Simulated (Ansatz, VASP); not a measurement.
# Cross-check of TlBr3 between VASP and Ansatz, part 2 of 2

Wanted: the spread between two codes on one cell, functional and k mesh. The cell is generated by rule, not measured, and may not be a known phase. The cell is taken from a series of runs on this material, whose earlier steps may have relaxed, scaled, displaced or heated it; both programs get it as it stands.

VASP 6.6.1 and Ansatz 0.2.0.

So far: Starting point; VASP: zone-centre phonons, PBEsol.

## 2. VASP: zone-centre phonons, PBEsol (continued)

Level of this step: PBEsol; plane waves and PAW (Tl_d, Br); invented cell (VASP).

Numbers of over 12 decimals in the logs are rounded to 6 here.

Parts of OUTCAR (step 2):

```text
ion  position               nearest neighbor table
   1  0.000  0.000  0.100-   3 2.53   2 2.78   4 2.78   4 2.78   2 2.78
   2  0.500  0.000  0.924-   1 2.78   1 2.78
   3  0.000  0.000  0.493-   1 2.53
   4  0.000  0.500  0.924-   1 2.78   1 2.78

  LATTYP: Found a simple tetragonal cell.
 ALAT       =     5.0799688784
 C/A-ratio  =     1.2668716500

 Subroutine GETGRP returns: Found  8 space group operations
 (whereof  8 operations were pure point group operations)

The static configuration has the point symmetry C_4v.

 Found     75 irreducible k-points:

   k-points           NKPTS =     75   k-points in BZ     NKDIM =     75   number of bands    NBANDS=     23

   dimension x,y,z NGX =    40 NGY =   40 NGZ =   48
   dimension x,y,z NGXF=    80 NGYF=   80 NGZF=   96

   ENCUT  =  500.0 eV  36.75 Ry    6.06 a.u.   9.26  9.26 11.73*2*pi/ulx,y,z

   NELECT =      34.0000    total number of electrons

 k-points in reciprocal lattice and weights: Automatic mesh
   0.00000000  0.00000000  0.00000000       0.002
   0.12500000  0.00000000  0.00000000       0.008
   0.25000000  0.00000000  0.00000000       0.008
   0.37500000  0.00000000  0.00000000       0.008
   0.50000000  0.00000000  0.00000000       0.004
   0.12500000  0.12500000  0.00000000       0.008
   0.25000000  0.12500000  0.00000000       0.016
   0.37500000  0.12500000  0.00000000       0.016
   0.50000000  0.12500000  0.00000000       0.008
[...]
0.50000000  0.37500000  0.50000000       0.008
   0.50000000  0.50000000  0.50000000       0.002

 average (electrostatic) potential at core
       1 -89.5555       2 -65.6002       3 -65.3257       4 -65.6002

  Total       -0.0353972     -0.0353972     -0.0664597      0.0000000      0.0000000      0.0000000
  in kB       -0.3414788     -0.3414788     -0.6411405      0.0000000      0.0000000      0.0000000
  external PRESSURE =      -0.4413660 kB  Pullay stress =       0.0000000 kB

  energy-cutoff  :      500.00
  volume of cell :      166.08
      direct lattice vectors                 reciprocal lattice vectors
     5.079968878  0.000000000  0.000000000     0.196851600  0.000000000  0.000000000
     0.000000000  5.079968878  0.000000000     0.000000000  0.196851600  0.000000000
     0.000000000  0.000000000  6.435668555     0.000000000  0.000000000  0.155384012

 POSITION                                       TOTAL-FORCE (eV/Angst)
 -----------------------------------------------------------------------------------
      0.00000      0.00000      0.64098        -0.000000     -0.000000      0.009380
      2.53998      0.00000      5.94412         0.000000      0.000000      0.004204
      0.00000      0.00000      3.17156         0.000000      0.000000     -0.017787
      0.00000      2.53998      5.94412         0.000000      0.000000      0.004204
 -----------------------------------------------------------------------------------
    total drift:                                0.000000      0.000000     -0.000135

 Eigenvectors and eigenvalues of the dynamical matrix
 ----------------------------------------------------

   1 f  =    5.952864 THz    37.402946 2PiTHz  198.566160 cm-1    24.619055 meV
             X         Y         Z           dx          dy          dz
      0.000000  0.000000  0.640982     0.000000   -0.000000   -0.558518
      2.539984  0.000000  5.944124    -0.000000   -0.000000    0.032784
      0.000000  0.000000  3.171559     0.000000   -0.000000    0.828195
      0.000000  2.539984  5.944124     0.000000    0.000000    0.032784

   2 f  =    3.987869 THz    25.056523 2PiTHz  133.021008 cm-1    16.492496 meV
             X         Y         Z           dx          dy          dz
      0.000000  0.000000  0.640982    -0.339660    0.032166   -0.000000
      2.539984  0.000000  5.944124     0.893682    0.024929    0.000000
      0.000000  0.000000  3.171559    -0.088204    0.008353   -0.000000
      0.000000  2.539984  5.944124    -0.263239   -0.084632   -0.000000

   3 f  =    3.987869 THz    25.056523 2PiTHz  133.021008 cm-1    16.492496 meV
             X         Y         Z           dx          dy          dz
      0.000000  0.000000  0.640982     0.032166    0.339660   -0.000000
      2.539984  0.000000  5.944124    -0.084632    0.263239   -0.000000
      0.000000  0.000000  3.171559     0.008353    0.088204    0.000000
      0.000000  2.539984  5.944124     0.024929   -0.893682    0.000000

   4 f  =    3.225957 THz    20.269283 2PiTHz  107.606329 cm-1    13.341478 meV
             X         Y         Z           dx          dy          dz
      0.000000  0.000000  0.640982    -0.000000   -0.000000    0.476496
      2.539984  0.000000  5.944124     0.000000   -0.000000   -0.565213
      0.000000  0.000000  3.171559    -0.000000   -0.000000    0.366087
      0.000000  2.539984  5.944124     0.000000    0.000000   -0.565213

   5 f  =    1.978599 THz    12.431903 2PiTHz   65.998955 cm-1     8.182824 meV
             X         Y         Z           dx          dy          dz
      0.000000  0.000000  0.640982    -0.000000   -0.000000    0.000000
      2.539984  0.000000  5.944124     0.000000   -0.000000   -0.707107
      0.000000  0.000000  3.171559    -0.000000   -0.000000    0.000000
      0.000000  2.539984  5.944124     0.000000    0.000000    0.707107

   6 f  =    1.030751 THz     6.476397 2PiTHz   34.382140 cm-1     4.262840 meV
             X         Y         Z           dx          dy          dz
      0.000000  0.000000  0.640982     0.042922    0.421187    0.000000
      2.539984  0.000000  5.944124    -0.006717   -0.857536   -0.000000
      0.000000  0.000000  3.171559     0.027460    0.269463    0.000000
      0.000000  2.539984  5.944124    -0.087390   -0.065917    0.000000

   7 f  =    1.030751 THz     6.476397 2PiTHz   34.382140 cm-1     4.262840 meV
             X         Y         Z           dx          dy          dz
      0.000000  0.000000  0.640982     0.421187   -0.042922    0.000000
      2.539984  0.000000  5.944124    -0.065917    0.087390    0.000000
      0.000000  0.000000  3.171559     0.269463   -0.027460    0.000000
      0.000000  2.539984  5.944124    -0.857536    0.006717    0.000000

   8 f  =    0.414474 THz     2.604217 2PiTHz   13.825367 cm-1     1.714126 meV
             X         Y         Z           dx          dy          dz
      0.000000  0.000000  0.640982     0.522055   -0.128045   -0.000000
      2.539984  0.000000  5.944124     0.116271    0.001779   -0.000000
      0.000000  0.000000  3.171559    -0.810643    0.198828   -0.000000
      0.000000  2.539984  5.944124    -0.007253   -0.028518   -0.000000

   9 f  =    0.414474 THz     2.604217 2PiTHz   13.825367 cm-1     1.714126 meV
             X         Y         Z           dx          dy          dz
      0.000000  0.000000  0.640982    -0.128045   -0.522055    0.000000
      2.539984  0.000000  5.944124    -0.028518    0.007253    0.000000
      0.000000  0.000000  3.171559     0.198828    0.810643    0.000000
      0.000000  2.539984  5.944124     0.001779   -0.116271    0.000000

  10 f/i=    0.003366 THz     0.021151 2PiTHz    0.112286 cm-1     0.013922 meV
             X         Y         Z           dx          dy          dz
      0.000000  0.000000  0.640982    -0.000000    0.000000    0.678976
      2.539984  0.000000  5.944124    -0.000000    0.000000    0.423626
      0.000000  0.000000  3.171559    -0.000000    0.000000    0.424350
      0.000000  2.539984  5.944124    -0.000000    0.000000    0.423626

  11 f/i=    0.025725 THz     0.161635 2PiTHz    0.858096 cm-1     0.106390 meV
             X         Y         Z           dx          dy          dz
      0.000000  0.000000  0.640982     0.611158   -0.204706    0.000000
      2.539984  0.000000  5.944124     0.397177   -0.137352    0.000000
      0.000000  0.000000  3.171559     0.446884   -0.149683    0.000000
      0.000000  2.539984  5.944124     0.410070   -0.133033    0.000000

  12 f/i=    0.025725 THz     0.161635 2PiTHz    0.858096 cm-1     0.106390 meV
             X         Y         Z           dx          dy          dz
      0.000000  0.000000  0.640982     0.204706    0.611158    0.000000
      2.539984  0.000000  5.944124     0.133033    0.410070    0.000000
      0.000000  0.000000  3.171559     0.149683    0.446884    0.000000
      0.000000  2.539984  5.944124     0.137352    0.397177    0.000000

 ELASTIC MODULI CONTR FROM IONIC RELAXATION (kBar)
 Direction    XX          YY          ZZ          XY          YZ          ZX
 --------------------------------------------------------------------------------
 XX        -244.7837     82.1368    -20.8518      0.0000     -0.0000      0.0000
 YY          82.1368   -244.7837    -20.8518      0.0000     -0.0000      0.0000
 ZZ         -20.8518    -20.8518   -589.8112      0.0000      0.0000     -0.0000
 XY           0.0000      0.0000      0.0000      0.0000      0.0000      0.0000
 YZ          -0.0000     -0.0000      0.0000      0.0000    -40.3667     -0.0000
 ZX           0.0000      0.0000     -0.0000      0.0000     -0.0000    -54.3802
 --------------------------------------------------------------------------------
```

## 3. Ansatz: zone-centre phonons, PBEsol

Ansatz runs on norm-conserving files, of PseudoDojo where its log says so.

The same cell, functional, mesh and smearing now go to Ansatz, which takes its cutoff from its data sets.

Contents of input.yaml:

```yaml
crystal:
  lattice:
    - [5.0799688784, 0.0, 0.0]
    - [0.0, 5.0799688784, 0.0]
    - [0.0, 0.0, 6.4356685548]
  atoms:
    - { symbol: Tl, position: [0.0, 0.0, 0.099598329] }
    - { symbol: Br, position: [0.5, 0.0, 0.9236218353] }
    - { symbol: Br, position: [0.0, 0.0, 0.4928096241] }
    - { symbol: Br, position: [0.0, 0.5, 0.9236218353] }
kpoints:
  mp_grid: { grid: [8, 8, 8] }
hamiltonian:
  xc: pbesol
  pseudopotentials: { kind: nc }
scf:
  occupations: { method: methfessel_paxton, width: 0.2 }
output:
  eigenvalues: true
phonons:
  method: dfpt
```

On the command line:

```console
> ansatz run input.yaml --threads 4 --pin off --max-ram 7168MiB --backend cpu --events-out ev --progress --plain --runs-dir out
```

Log:

```text
zone centre: on kpoints.mp_grid the ground state, and the responses unless they are solved on pairs of k-points, stand on 125 of the mesh's 512 k-points, reduced under 4 symmetry operations, with k and −k counted as one. Each operation leaves every solved displacement unchanged or reverses it
Engine: ansatz 0.2.0, x86_64-unknown-linux-gnu
Pseudopotentials: kind: nc
Pseudopotential: Tl, nc, valence charge 13, recommended cutoff 843.552974 eV (normal), Tl.nc.azcp (PseudoDojo's, or run here from an input of PseudoDojo's: the run reads no file of this project's for it)
Pseudopotential: Br, nc, valence charge 7, recommended cutoff 625.861884 eV (normal), Br.nc.azcp (PseudoDojo's, or run here from an input of PseudoDojo's: the run reads no file of this project's for it)
Functional definition: PBEsol
  exchange = pbesol_x
  correlation = pbesol_c
Crystal: 4 atoms, lattice volume = 166.079 Å³
Basis set: ecut = 843.552974 eV, 9183 PW (Γ), exchange–correlation on 100×100×128 points (8 copies of the dense FFT grid, shifted against one another)
Bands: 21, of which v1, the nominal top of the filled ones, is band 17 counted from 1 (16 counted from 0)
Symmetry: 8 space group operations
k-points: 125 of 512 (irreducible under 4 space group operations, time reversal used)
Non-local potential: Tl, projectors of the file, l = 0: 2, l = 1: 2, l = 2: 2
Non-local potential: Br, projectors of the file, l = 0: 2, l = 1: 2, l = 2: 2
Initial density: superposition of atomic densities (chi_scale 0.1, normalization cell, long waves kept (reshape's long-wave potential 0.12 eV rms))
Initial wavefunctions: pseudopotential atomic-orbital guess
Functional: x = pbesol(κ = 0.804, μ = 0.123457), c = pbesol(β = 0.046)
SCF iter   1: F=—  HF=-2936.964942 eV  |F-HF|=—  |Δ(HF+E_count)|=         —  Δρ=3.24e-2  dr2=3.95e0  ethr=3.10e-3  ⟨swp⟩=6.5  Hψ=13719  notcnv=0
preconditioner: auto → LDOS  [metal: Δε(μ)=0.056 eV  Ē_g=11.650 eV  σ=0.200 eV  W_gap=0.23  n_scr=28 (ndim 8)  ℏωp=16.8 eV  f_vac=0.211  D(μ)=1.30/eV (n_scr^D=2)  β→1.0]
SCF iter   2: F=—  HF=-2936.848854 eV  |F-HF|=—  |Δ(HF+E_count)|=   1.16e-1  S|Δr|=    0.00e0  Δρ=2.93e-2  dr2=3.65e0  ethr=3.10e-3  ⟨swp⟩=5.3  Hψ=8557  notcnv=0
preconditioner: auto → Resta (q_TF=auto, 2.095 Å⁻¹)  ε∞=3.3  [insulator: Δε(μ)=0.155 eV  Ē_g=11.087 eV  σ=0.200 eV  W_gap=0.54  n_scr=28 (ndim 8)  ℏωp=16.8 eV  f_vac=0.227  D(μ)=0.40/eV (n_scr^D=0)  ε∞_Penn≈3.3  β→0.5]
SCF iter   3: F=—  HF=-2935.723767 eV  |F-HF|=—  |Δ(HF+E_count)|=    1.13e0  S|Δr|=    0.00e0  Δρ=4.00e-3  dr2=2.31e-2  ethr=3.10e-3  ⟨swp⟩=3.0  Hψ=6354  notcnv=0
SCF iter   4: F=—  HF=-2935.719474 eV  |F-HF|=—  |Δ(HF+E_count)|=   4.29e-3  S|Δr|=    0.00e0  Δρ=1.26e-3  dr2=2.94e-3  ethr=6.79e-5  ⟨swp⟩=2.0  Hψ=5668  notcnv=0
SCF iter   5: F=—  HF=-2935.720120 eV  |F-HF|=—  |Δ(HF+E_count)|=   6.46e-4  S|Δr|=    0.00e0  Δρ=3.28e-4  dr2=4.10e-4  ethr=8.64e-6  ⟨swp⟩=2.9  Hψ=4847  notcnv=0
SCF iter   6: F=—  HF=-2935.720387 eV  |F-HF|=—  |Δ(HF+E_count)|=   2.67e-4  S|Δr|=    0.00e0  Δρ=1.20e-4  dr2=5.73e-5  ethr=1.21e-6  ⟨swp⟩=2.8  Hψ=4762  notcnv=0
SCF iter   7: F=—  HF=-2935.720466 eV  |F-HF|=—  |Δ(HF+E_count)|=   7.92e-5  S|Δr|=    0.00e0  Δρ=4.31e-5  dr2=6.22e-6  ethr=1.69e-7  ⟨swp⟩=2.0  Hψ=3892  notcnv=0
SCF iter   8: F=—  HF=-2935.720472 eV  |F-HF|=—  |Δ(HF+E_count)|=   6.12e-6  S|Δr|=    0.00e0  Δρ=1.06e-5  dr2=4.08e-7  ethr=1.83e-8  ⟨swp⟩=2.1  Hψ=3858  notcnv=0
SCF iter   9: F=—  HF=-2935.720373 eV  |F-HF|=—  |Δ(HF+E_count)|=   9.91e-5  S|Δr|=    0.00e0  Δρ=2.71e-6  dr2=1.83e-8  ethr=1.20e-9  ⟨swp⟩=2.0  Hψ=4371  notcnv=0
SCF iter  10: F=—  HF=-2935.720373 eV  |F-HF|=—  |Δ(HF+E_count)|=   3.31e-8  S|Δr|=    0.00e0  Δρ=6.82e-7  dr2=1.23e-9  ethr=5.38e-11  ⟨swp⟩=2.1  Hψ=4729  notcnv=0
SCF iter  11: F=—  HF=-2935.720373 eV  |F-HF|=—  |Δ(HF+E_count)|=   1.56e-9  S|Δr|=    0.00e0  Δρ=2.42e-7  dr2=1.64e-10  ethr=3.63e-12  ⟨swp⟩=2.2  Hψ=4372  notcnv=0
SCF iter  12: F=—  HF=-2935.720373 eV  |F-HF|=—  |Δ(HF+E_count)|=  2.65e-10  S|Δr|=    0.00e0  Δρ=7.92e-8  dr2=1.43e-11  ethr=1.00e-12  ⟨swp⟩=2.7  Hψ=4939  notcnv=0
SCF iter  13: F=-2935.720373 eV  HF=-2935.720373 eV  |F-HF|=9.09e-13  |Δ(HF+E_count)|=  2.23e-11  S|Δr|=    0.00e0  Δρ=1.90e-8  dr2=8.04e-13  ethr=1.00e-12  ⟨swp⟩=7.8  Hψ=16143  notcnv=0
SCF 1 converged in 13 iterations: F = -2935.720373 eV  dr2 = 8.04e-13
DFPT response loops at Γ: preconditioner auto → none (partly filled bands, converged f_vac=0.231); β = 0.50; Broyden in place of MSR1
SCF converged after 13 iterations
Stability not checked: this state was not tested for a lower state beside it, because cold or Methfessel-Paxton smearing, or corrected tetrahedra, fill the levels in a way that the test cannot read (fill_not_monotonic; see scf.lower_state_search)
Free energy (F): -2935.720373 eV
Harris-Foulkes:  -2935.720373 eV  (|F-HF|=9.09e-13)
Internal energy: -2935.719094 eV  (E = F + TS)
E sigma→0 (E₀):  -2935.720053 eV
Entropy (-TS):   -0.001279 eV (-0.320 meV/atom)
Fermi energy:    1.016604 eV
--- Per-component energies (eV) ---
  E_band       = -193.022519
  E_kinetic    = 1216.251497
  E_local      = -2481.557523  (includes V_loc(G=0)·N_el)
  E_nonlocal   = -109.485129
  E_hartree    = 879.946914
  E_xc         = -936.076303
  E_vxc        = -578.125193  (∫ρ·V_xc dr)
  E_ewald      = -1504.798551
  E_smearing   = -0.001279  (= −TS)
  E_closure    = 0.000000  (closes the sum)
  Σ components = -2935.720373   (vs F -2935.720373, Δ=0.00e0)
--- Band table (eV; the first three rows and the last of 125) ---
  k-point 0: bands = [... 13 lower, 0.1578, 0.1578, 0.2690, 0.4270, 0.4270, 5.8114, 6.7324, 6.7324]
  k-point 1: bands = [... 13 lower, 0.1384, 0.1384, 0.4140, 0.4140, 0.4748, 5.8721, 6.8204, 6.8204]
  k-point 2: bands = [... 13 lower, 0.0843, 0.0843, 0.3900, 0.3900, 0.8610, 5.9893, 7.0483, 7.0483]
  k-point 124: bands = [... 13 lower, 0.3605, 0.3833, 0.3833, 1.0833, 2.3033, 5.8698, 5.8698, 7.3386]
--- Phonons (Γ-DFPT): 7 representative perturbations + reference, on 125 of 512 k-points (Σ response iterations 25) ---
  k mesh reduced under 4 symmetry operations, with k and −k counted as one. Each operation leaves every solved displacement unchanged or reverses it
  ASR residual: 1.287e-4 → 0.000e0 eV/Å²; symmetrization residual: 2.437e-5 eV/Å²
  ASR residual per site (eV/Å²): 2.03e-5 2.20e-5 1.29e-4 2.20e-5
  Γ frequencies (cm⁻¹): 0.00 0.00 0.00 11.50 11.50 33.46 33.46 65.78 107.53 133.55 133.55 199.40
  non-analytic LO–TO correction: not included (Born effective charges unavailable; polar crystals: no LO–TO splitting at Γ)
```

Reading the cycles: dr2 is the Hartree energy of the density residual (eV), the measure of convergence; HF is the Harris–Foulkes estimate of the energy, which meets the free energy F at convergence.

## 4. Differences

Known differences besides the potentials themselves: the cutoff is 843.553 eV in Ansatz and 500 eV in VASP. Total energies have different zeros and are not compared.

Compared:

```tsv
quantity	Ansatz	VASP	difference
optical mode 1 to 2 (cm⁻¹)	11.5	13.8	-2.3
optical mode 3 to 4 (cm⁻¹)	33.5	34.4	-0.9
optical mode 5 (cm⁻¹)	65.8	66.0	-0.33 %
optical mode 6 (cm⁻¹)	107.5	107.6	-0.07 %
optical mode 7 to 8 (cm⁻¹)	133.6	133.0	+0.40 %
optical mode 9 (cm⁻¹)	199.4	198.6	+0.42 %
```

Modes are paired by rising frequency, not by their patterns, so a pair may set unlike modes beside each other; they are those without the splitting of longitudinal modes.

## 5. Summary of results

| Item | Value |
| --- | --- |
| r.m.s. difference of the optical zone-centre modes, each program's sorted by frequency (zone-centre phonons, PBEsol) | 1.2 cm⁻¹ |

**Reading.** The r.m.s. difference of the optical zone-centre modes, each program's sorted by frequency is 1.2 cm⁻¹ (zone-centre phonons, PBEsol). How closely two codes agree says nothing of how well the functional describes the real material.

[Lines on the potential files, build, host, timing and source positions are cut from VASP's logs without a mark.]

[Logs are printed without paths, hosts, clocks, repeated set-up lines and the standing remarks that a program may print on its own settings, such as how far it seeks lower states.]

[Hosts, paths, dates, database ids (printed as entryN), source tags and the programs' standing remarks are cut or masked in the printed files.]
